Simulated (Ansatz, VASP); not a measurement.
## Rb3LuBe2 in VASP and in Ansatz

INCAR

```
SYSTEM = Rb3LuBe2
ALGO = Normal
EDIFF = 1E-6
ENCUT = 520
GGA = PE
ISIF = 2
ISMEAR = 0
LASPH = .True.
LCHARG = .True.
LELF = .True.
LREAL = .False.
LVHAR = .True.
LWAVE = .False.
NBANDS = 37
NELM = 80
PREC = Accurate
SIGMA = 0.1
```

File KPOINTS:

```
k-points
0
Gamma
  4 4 2
  0 0 0
```

Contents of POSCAR:

```
Rb3LuBe2
1.0
    4.1222192800      0.0000000000      0.0000000000
    0.0000000000      4.1222192800      0.0000000000
    0.0000000000      0.0000000000      9.0427963000
Rb Lu Be
3 1 2
Direct
    0.5000000000      0.5000000000      0.0000000000
    0.0000000000      0.5000000000      0.3774000100
    0.5000000000      0.0000000000      0.6225999900
    0.0000000000      0.0000000000      0.0000000000
    0.0000000000      0.5000000000      0.7372320300
    0.5000000000      0.0000000000      0.2627679700
```

Input for Ansatz:

```yaml
crystal:
  lattice:
    - [4.12221928, 0.0, 0.0]
    - [0.0, 4.12221928, 0.0]
    - [0.0, 0.0, 9.0427963]
  atoms:
    - { symbol: Rb, position: [0.5, 0.5, 0.0] }
    - { symbol: Rb, position: [0.0, 0.5, 0.37740001] }
    - { symbol: Rb, position: [0.5, 0.0, 0.62259999] }
    - { symbol: Lu, position: [0.0, 0.0, 0.0] }
    - { symbol: Be, position: [0.0, 0.5, 0.73723203] }
    - { symbol: Be, position: [0.5, 0.0, 0.26276797] }
basis:
  ecutwfc: 420
kpoints:
  mp_grid: { grid: [4, 4, 2] }
hamiltonian:
  xc: pbe
scf:
  occupations: { method: gaussian, width: 0.1 }
  lower_state_search: "off"
output:
  forces: true
  stress: true
  eigenvalues: true
```

Change from the starting cell: species swapped into the Hf2CuSb3 type (P-4m2, No. 115).

Alike in both runs: task single point; functional PBE; k mesh 4 × 4 × 2; occupations gaussian, width 0.1 eV; no spin polarisation.

|  | VASP | Ansatz |
| --- | --- | --- |
| version | VASP 6.6.1 | Ansatz 0.2.0 |
| potentials or method | VASP PAW PBE potentials, release 64 (Rb_sv, Lu, Be) | scalar-relativistic, plane waves, PAW |
| plane-wave cutoff (eV) | 520 | 420 |
| valence electrons in the cell | 56 | 56 |

VASP gave:

```
gap on the k mesh at the Fermi level (eV)       : none
pressure (GPa)                                  : 10.6
largest component of the traceless stress (GPa) : 5.70
rms of the force components (eV/Å)              : 0.468
```

Problem. What did Ansatz give for the same quantities?

Solution. gap on the k mesh at the Fermi level (eV): none; pressure (GPa): 10.4; largest component of the traceless stress (GPa): 5.64; rms of the force components (eV/Å): 0.469.

Atom by atom the forces differ by 0.001 eV/Å (rms over components). A gap of «none» marks a metal or a gap that the smearing closes.

Caveats: the k mesh is coarse (spacing up to 0.38 Å⁻¹), so the values aren't converged; forces of over 1 eV/Å show positions far from the minimum, so gaps and moduli don't describe the material at rest. The runs have no spin-orbit coupling, so splittings on Lu are missing.
